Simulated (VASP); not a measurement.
Method: PW91 GGA, VASP's PBE PAW potentials (set 64) (plane waves; VASP).

A VASP calculation is set up with these files.

### INCAR
```
ISMEAR = 0   # Gaussian
LORBIT = 11   # lm-projected
LREAL = .FALSE.
ICHARG = 11   # fixed density
ALGO = Normal
ENCUT = 520
LASPH = .TRUE.   # aspherical one-centre terms
GGA = 91
LCHARG = .FALSE.
LMAXMIX = 4   # l cut-off of mixed one-centre charges
SYSTEM = KI
SIGMA = 0.05   # width (eV)
LWAVE = .FALSE.
NELM = 100   # most electronic steps
EDIFF = 1E-7
PREC = Accurate
```

**POSCAR**
```
KI
1
    0.0000000000     3.5912287286     3.5912287286
    3.5912287286     0.0000000000     3.5912287286
    3.5912287286     3.5912287286     0.0000000000
K I
1 1
Direct
  0.0000000000   0.0000000000   0.0000000000
  0.5000000000   0.5000000000   0.5000000000
```

File KPOINTS:
```
k-points along high-symmetry lines
15
Line-mode
Reciprocal
  0.000000   0.000000   0.000000 ! GAMMA
  0.500000   0.000000   0.500000 ! X

  0.500000   0.000000   0.500000 ! X
  0.625000   0.250000   0.625000 ! U

  0.375000   0.375000   0.750000 ! K
  0.000000   0.000000   0.000000 ! GAMMA

  0.000000   0.000000   0.000000 ! GAMMA
  0.500000   0.500000   0.500000 ! L

  0.500000   0.500000   0.500000 ! L
  0.500000   0.250000   0.750000 ! W

  0.500000   0.250000   0.750000 ! W
  0.500000   0.000000   0.500000 ! X
```

POTCAR, in this order: K_sv I (PBE.64 set). Program: vasp_std. Read from the step before: CHGCAR.

The run wrote:

**OUTCAR**
```
 ion  position               nearest neighbor table
   1  0.000  0.000  0.000-   2 3.59   2 3.59   2 3.59   2 3.59   2 3.59   2 3.59
   2  0.500  0.500  0.500-   1 3.59   1 3.59   1 3.59   1 3.59   1 3.59   1 3.59
  LATTYP: Found a face centered cubic cell.
 ALAT       =     7.1824574572
 Subroutine PRICEL returns:
 Original cell was already a primitive cell.
 Subroutine GETGRP returns: Found 48 space group operations
The static configuration has the point symmetry O_h .
The dynamic configuration has the point symmetry O_h .
 Subroutine INISYM returns: Found 48 space group operations
   k-points           NKPTS =     90   k-points in BZ     NKDIM =     90   number of bands    NBANDS=     12
   number of dos      NEDOS =    301   number of ions     NIONS =      2
   total plane-waves  NPLWV =  64000
   dimension x,y,z NGX =    40 NGY =   40 NGZ =   40
   dimension x,y,z NGXF=    80 NGYF=   80 NGZF=   80
   ions per type =               1   1
   PREC   = accura    normal or accurate (medium, high low for compatibility)
   ISTART =      0    job   : 0-new  1-cont  2-samecut
   ICHARG =     11    charge: 1-file 2-atom 10-const
   ISPIN  =      1    spin polarized calculation?
   LNONCOLLINEAR =      F non collinear calculations
   LSORBIT =      F    spin-orbit coupling
   INIWAV =      1    electr: 0-lowe 1-rand  2-diag
   ENCUT  =  520.0 eV  38.22 Ry    6.18 a.u.   9.44  9.44  9.44*2*pi/ulx,y,z
   NELM   =    100;   NELMIN=  2; NELMDL= -5     # of ELM steps
   EDIFF  = 0.1E-06   stopping-criterion for ELM
   LREAL  =      F    real-space projection
   NLSPLINE    = F    spline interpolate recip. space projectors
   LMAXMIX     =    4 max onsite mixed and CHGCAR
   VOSKOWN=      0    Vosko Wilk Nusair interpolation
   EDIFFG = 0.1E-05   stopping-criterion for IOM
   NSW    =      0    number of steps for IOM
   NBLOCK =      1;   KBLOCK =      1    inner block; outer block
   IBRION =     -1    ionic relax: 0-MD 1-quasi-New 2-CG
   NFREE  =      0    steps in history (QN), initial steepest desc. (CG)
   ISIF   =      2    stress and relaxation
   ISYM   =      2    0-nonsym 1-usesym 2-fastsym
   TEIN   =    0.0    initial temperature
   TEBEG  =    0.0;   TEEND  =   0.0 temperature during run
   SMASS  =  -3.00    Nose mass-parameter (am)
   PSTRESS=    0.0 pullay stress
   NELECT =      16.0000    total number of electrons
   EFERMI =   0.00;   METHOD = LEGACY
   ISMEAR =     0;   SIGMA  =   0.05  broadening in eV -4-tet -1-fermi 0-gaus
   IALGO  =     38    algorithm
   LDIAG  =      T    sub-space diagonalisation (order eigenvalues)
   IMIX   =      4    mixing-type and parameters
     AMIX     =   0.40;   BMIX     =  1.00
     AMIX_MAG =   1.60;   BMIX_MAG =  1.00
     AMIN     =   0.10
   GGA     = 91    functional components
   VOSKOWN =     0    Vosko Wilk Nusair interpolation
   LHFCALC =     F    Hartree Fock is set to
   LHFONE  =     F    Hartree Fock one center treatment
   AEXX    =    0.0000 exact exchange contribution
   IVDW    =     0    specifies the selected vdW correction
   LEPSILON=     F    determine dielectric tensor
   LRPA    =     F    only Hartree local field effects (RPA)
  energy-cutoff  :      520.00
  volume of cell :       92.63
      direct lattice vectors                 reciprocal lattice vectors
     0.000000000  3.591228729  3.591228729    -0.139228113  0.139228113  0.139228113
     3.591228729  0.000000000  3.591228729     0.139228113 -0.139228113  0.139228113
     3.591228729  3.591228729  0.000000000     0.139228113  0.139228113 -0.139228113
 k-point     1 :   0.0000 0.0000 0.0000  plane waves:    2445
 k-point     2 :   0.0357 0.0000 0.0357  plane waves:    2485
 k-point     3 :   0.0714 0.0000 0.0714  plane waves:    2517
 k-point     4 :   0.1071 0.0000 0.1071  plane waves:    2525
 k-point     5 :   0.1429 0.0000 0.1429  plane waves:    2521
 k-point     6 :   0.1786 0.0000 0.1786  plane waves:    2509
 k-point     7 :   0.2143 0.0000 0.2143  plane waves:    2509
 k-point     8 :   0.2500 0.0000 0.2500  plane waves:    2525
 k-point     9 :   0.2857 0.0000 0.2857  plane waves:    2501
 k-point    10 :   0.3214 0.0000 0.3214  plane waves:    2485
...
```

File OSZICAR:
```
       N       E                     dE             d eps       ncg     rms          rms(c)
DAV:   1     0.929312512263E+02    0.92931E+02   -0.65533E+03  2160   0.112E+03
DAV:   2     0.896956795818E+00   -0.92034E+02   -0.86240E+02  2596   0.246E+02
DAV:   3    -0.493312514309E+01   -0.58301E+01   -0.57979E+01  2804   0.575E+01
DAV:   4    -0.527004402654E+01   -0.33692E+00   -0.33662E+00  4008   0.116E+01
DAV:   5    -0.527186591533E+01   -0.18219E-02   -0.18218E-02  2796   0.826E-01
DAV:   6    -0.527190415264E+01   -0.38237E-04   -0.38237E-04  3112   0.104E-01
DAV:   7    -0.527190528937E+01   -0.11367E-05   -0.11367E-05  3316   0.160E-02
DAV:   8    -0.527190530790E+01   -0.18524E-07   -0.18558E-07  2592   0.225E-03
   1 F= -.52719053E+01 E0= -.52719053E+01  d E =-.134111E-12
```

### OUTCAR
```
 val. band max:       -0.7051062452   @ k =   0.0000   0.0000   0.0000

 cond. band min:       3.1689583741   @ k =   0.0000   0.0000   0.0000



 k-point     1 :       0.0000    0.0000    0.0000
  band No.  band energies     occupation
      1     -29.2505      2.00000
      2     -12.7893      2.00000
      3     -12.7893      2.00000
      4     -12.7893      2.00000
      5     -11.1100      2.00000
      6      -0.7051      2.00000
      7      -0.7051      2.00000
      8      -0.7051      2.00000
      9       3.1690      0.00000
     10       5.8073      0.00000
     11       5.8073      0.00000
     12       5.8073      0.00000

 k-point     2 :       0.0357    0.0000    0.0357
  band No.  band energies     occupation
      1     -29.2505      2.00000
      2     -12.7910      2.00000
      3     -12.7895      2.00000
      4     -12.7895      2.00000
      5     -11.1062      2.00000
      6      -0.7337      2.00000
      7      -0.7104      2.00000
      8      -0.7104      2.00000
      9       3.2121      0.00000
     10       5.7731      0.00000
     11       5.8367      0.00000
     12       5.8368      0.00000

 k-point     3 :       0.0714    0.0000    0.0714
  band No.  band energies     occupation
      1     -29.2504      2.00000
      2     -12.7958      2.00000
      3     -12.7900      2.00000
      4     -12.7900      2.00000
      5     -11.0955      2.00000
      6      -0.8133      2.00000
      7      -0.7259      2.00000
      8      -0.7259      2.00000
      9       3.3344      0.00000
     10       5.6779      0.00000
     11       5.9242      0.00000
     12       5.9242      0.00000

 k-point     4 :       0.1071    0.0000    0.1071
  band No.  band energies     occupation
      1     -29.2503      2.00000
      2     -12.8028      2.00000
      3     -12.7909      2.00000
      4     -12.7909      2.00000
      5     -11.0792      2.00000
      6      -0.9284      2.00000
      7      -0.7502      2.00000
...
```

The density is held fixed in this step, so its total energy and stress have no physical meaning. Unless said otherwise, spin-orbit coupling is left out, though it shifts the bands of the heavy elements here.

The compound is KI in the rock salt structure. It was relaxed first.
